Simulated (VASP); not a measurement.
Computed with PBE GGA, VASP's PBE PAW potentials (set 64) (plane waves; VASP).

The input files of a VASP run:

**INCAR**
```
ALGO = Normal
EDIFF = 1E-6
ENCUT = 520
GGA = PE
ISIF = 2
ISMEAR = 0
LASPH = T
LCHARG = F
LREAL = F
LWAVE = F
NELECT = 7.98
NELM = 100
PREC = Accurate
SIGMA = 0.05
SYSTEM = BP
```

POSCAR:
```
BP
3.2102650
  0.0000000000   0.7071067342   0.7071067342
  0.7071067342   0.0000000000   0.7071067342
  0.7071067342   0.7071067342   0.0000000000
B P
1 1
direct
  0.0000000000   0.0000000000   0.0000000000
  0.2500000000   0.2500000000   0.2500000000
```

### KPOINTS
```
Automatic mesh
0
Gamma
9 9 9
0 0 0
```

POTCAR, in this order: B P (PBE.64 set). Program: vasp_std.

The run wrote:

**OSZICAR**
```
       N       E                     dE             d eps       ncg     rms          rms(c)
DAV:   1     0.886997618763E+01    0.88700E+01   -0.33418E+03   560   0.763E+02
DAV:   2    -0.134888379721E+02   -0.22359E+02   -0.21139E+02   808   0.109E+02
DAV:   3    -0.137590759386E+02   -0.27024E+00   -0.27002E+00   720   0.155E+01
DAV:   4    -0.137596106267E+02   -0.53469E-03   -0.53468E-03   856   0.688E-01
DAV:   5    -0.137596108561E+02   -0.22937E-06   -0.22977E-06   720   0.122E-02    0.716E+00
DAV:   6    -0.131707186784E+02    0.58889E+00   -0.15912E+00   600   0.689E+00    0.391E+00
DAV:   7    -0.130823874972E+02    0.88331E-01   -0.25684E-01   848   0.308E+00    0.128E+00
DAV:   8    -0.130745152526E+02    0.78722E-02   -0.27534E-02   600   0.115E+00    0.211E-01
DAV:   9    -0.130748208722E+02   -0.30562E-03   -0.51145E-04   792   0.207E-01    0.115E-01
DAV:  10    -0.130750101160E+02   -0.18924E-03   -0.27840E-04   648   0.132E-01    0.259E-02
DAV:  11    -0.130750203565E+02   -0.10241E-04   -0.12951E-05   776   0.315E-02    0.301E-02
DAV:  12    -0.130750210759E+02   -0.71938E-06   -0.27830E-06   576   0.110E-02
   1 F= -.13075021E+02 E0= -.13074706E+02  d E =-.630284E-03
```

OUTCAR:
```
------------------------ aborting loop because EDIFF is reached ----------------------------------------
  FORCE on cell =-STRESS in cart. coord.  units (eV):
  Direction    XX          YY          ZZ          XY          YZ          ZX
  --------------------------------------------------------------------------------------
  Total       -0.1348913     -0.1348913     -0.1348913     -0.0000000      0.0000000     -0.0000000
  in kB       -9.2381894     -9.2381894     -9.2381894     -0.0000000      0.0000000     -0.0000000
  external PRESSURE =      -9.2381894 kB  Pullay stress =       0.0000000 kB
  volume of cell :       23.39
      direct lattice vectors                 reciprocal lattice vectors
     0.000000000  2.270000000  2.270000000    -0.220264317  0.220264317  0.220264317
     2.270000000  0.000000000  2.270000000     0.220264317 -0.220264317  0.220264317
     2.270000000  2.270000000  0.000000000     0.220264317  0.220264317 -0.220264317
  FREE ENERGIE OF THE ION-ELECTRON SYSTEM (eV)
  ---------------------------------------------------
  free  energy   TOTEN  =       -13.0750210759 eV

  energy  without entropy=      -13.0743907915  energy(sigma->0) =      -13.07470593
```
(Selected blocks of OUTCAR.)

The cell is charged, with a uniform compensating background.

The compound is BP in the zinc blende structure. The cell was not relaxed at this level. The run is one of a series of settings (NELECT = 7.98 against the base run), some of them coarse on purpose.
